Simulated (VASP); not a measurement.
An input for Quantum ESPRESSO's pw.x (written as the equivalent of a VASP run, and not itself run):

```
&CONTROL
  calculation = 'scf'
  pseudo_dir = './pseudo'
  outdir = './out'
  tprnfor = .true.
  tstress = .true.
/
&SYSTEM
  ibrav = 0
  nat = 2
  ntyp = 2
  ecutwfc = 84
  occupations = 'tetrahedra'
  input_dft = 'rpbe'
/
&ELECTRONS
  conv_thr = 7.3e-09
  electron_maxstep = 100
/
ATOMIC_SPECIES
  Al 26.982 Al.upf
  Ru 101.070 Ru.upf
CELL_PARAMETERS angstrom
     3.0207415    0.0000000    0.0000000
     0.0000000    3.0207415    0.0000000
     0.0000000    0.0000000    3.0207415
ATOMIC_POSITIONS crystal
  Al   0.5000000  0.5000000  0.5000000
  Ru   0.0000000  0.0000000  0.0000000
K_POINTS automatic
  14 14 14 0 0 0
```

Translate this input to VASP (INCAR, KPOINTS, POSCAR, choice of POTCAR).

One answer among several that fit: 
**INCAR**
```
# general
SYSTEM  = RuAl
PREC    = Accurate
ENCUT   = 520
LREAL   = .False.
LASPH   = .True.

# electronic loop
EDIFF   = 1E-7
NELM    = 100
ALGO    = Normal
LMAXMIX = 4

# smearing
ISMEAR  = -5

# functional
GGA     = RP

# ions
ISIF    = 2

# output
LWAVE   = .False.
LCHARG  = .True.
LORBIT  = 11
NEDOS   = 601
```

KPOINTS:
```
Automatic mesh
0
Gamma
14 14 14
0 0 0
```

POSCAR:
```
RuAl
1.0
  3.0207415301   0.0000000000   0.0000000000
  0.0000000000   3.0207415301   0.0000000000
  0.0000000000   0.0000000000   3.0207415301
Al Ru
1 1
Cart
  1.5103707651   1.5103707651   1.5103707651
  0.0000000000   0.0000000000   0.0000000000
```

POTCAR, in this order: Al Ru_pv (PBE.64 set). Program: vasp_std.

The two are equivalent in intent, not identical: the potentials are each code's own (VASP's PAW set, PseudoDojo norm-conserving files in pw.x), so ENCUT and ecutwfc are chosen apart and not converted; conv_thr bounds pw.x's estimated SCF error, while EDIFF bounds the energy change between steps.

The compound is RuAl in the CsCl type structure. It was relaxed first.
